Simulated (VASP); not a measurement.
The cell holds one KBr (rock salt) (100) slab, with vacuum along c, ions free to move until forces fall under 0.03 eV/Å, no reconstruction beyond this cell, dipole correction on. Ionisation potential and electron affinity count from the cell's own band edges, surface states included.

```xyz
8
Lattice="4.6702 0.0000 0.0000 0.0000 4.6702 0.0000 0.0000 0.0000 28.2199" Properties=species:S:1:pos:R:3 pbc="T T T"
K      4.6702     2.3351     9.1826
K      2.3351     0.0000    12.4515
K      0.0000     2.3351    15.7683
K      2.3351     0.0000    19.0373
Br     4.6702     2.3351    12.4496
Br     2.3351     0.0000     9.1419
Br     4.6702     2.3351    19.0780
Br     2.3351     0.0000    15.7703
```

Calculation: r2SCAN meta-GGA, VASP's PBE PAW potentials (set 64) (plane waves; VASP 6.6.1). Run with 400 eV cut-off, 5×5×1 Γ-centred mesh, Gaussian smearing of 0.050 eV, potentials K_sv Br.

Slab and bulk use different k-meshes, so the surface energy is good to a few per cent at best.

Problem. Predict its surface energy, ionisation potential, electron affinity, band gap (on the k-mesh).

Solution. 
- surface energy: 0.13 J/m²
- ionisation potential: 6.25 eV
- electron affinity: 1.13 eV
- band gap (on the k-mesh): 5.12 eV

The cell is a thin slab with vacuum, built from KBr (rock salt): (100) face.
